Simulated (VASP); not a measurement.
The input files of a VASP run:

File KPOINTS:
```
Automatic mesh
0
Gamma
9 9 9
0 0 0
```

**INCAR**
```
ALGO=Normal
EDIFF=1E-6
EDIFFG=-0.01
ENCUT=400
GGA=PS
IBRION=2
ISIF=3
ISMEAR=1
LASPH=T
LCHARG=F
LREAL=F
LWAVE=F
NELM=100
NSW=60
PREC=Accurate
SIGMA=0.1
SYSTEM=K
```

File POSCAR:
```
K
1
   -2.6400000000     2.6400000000     2.6400000000
    2.6400000000    -2.6400000000     2.6400000000
    2.6400000000     2.6400000000    -2.6400000000
K
1
Direct
  0.0000000000   0.0000000000   0.0000000000
```

POTCAR, in this order: K_sv (PBE.64 set). Program: vasp_std.

Task: Write an equivalent input for Ansatz.

Result: One equivalent input (not run):
Ansatz 0.2 input:
```yaml
crystal:
  lattice:
    - [-2.6400000, 2.6400000, 2.6400000]
    - [2.6400000, -2.6400000, 2.6400000]
    - [2.6400000, 2.6400000, -2.6400000]
  atoms:
    - { symbol: K, position: [0.0000000, 0.0000000, 0.0000000] }
kpoints:
  mp_grid: { grid: [9, 9, 9] }
hamiltonian:
  xc: pbesol
  pseudopotentials: { kind: paw }
scf:
  occupations: { method: methfessel_paxton, width: 0.1 }
  max_iter: 100
relax:
  max_steps: 60
  f_tol: 0.01
  cell: {}
output: { forces: true, stress: true, eigenvalues: true }
```
Limits of the translation: each code has its own PAW files, so the cut-off isn't converted (ENCUT is set for VASP's; basis.ecutwfc is left out, and Ansatz then takes the one that its files recommend); Ansatz stops its SCF on the density residual and VASP on the energy change (EDIFF).

The compound is K in the bcc structure. This run relaxes it. Symmetry was kept, so distortions that lower it aren't found.
